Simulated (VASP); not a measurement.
Here is the system:

```yaml
crystal:
  lattice:
    - [0.00000, 2.14092, 2.14092]
    - [2.14092, 0.00000, 2.14092]
    - [2.14092, 2.14092, 0.00000]
  atoms:
    - { symbol: Ti, position: [0.00000, 0.00000, 0.00000] }
    - { symbol: C, position: [0.50000, 0.50000, 0.50000] }
```

Computed with MS2 meta-GGA, VASP's PBE PAW potentials (set 64) (plane waves; VASP). Run with 520 eV cut-off, 14×14×14 Γ-centred mesh, first-order Methfessel-Paxton smearing of 0.10 eV, potentials Ti_sv C.

Question: Give the stress tensor in GPa (positive for a compressed cell).

Answer: 
```
8.54  0.00  0.00
0.00  8.54  0.00
0.00  0.00  8.54
```
The pressure is its mean diagonal, 8.54 GPa.

The compound is TiC in the rock salt structure. This cell is one point of a volume scan, at 0.97 of the reference volume.
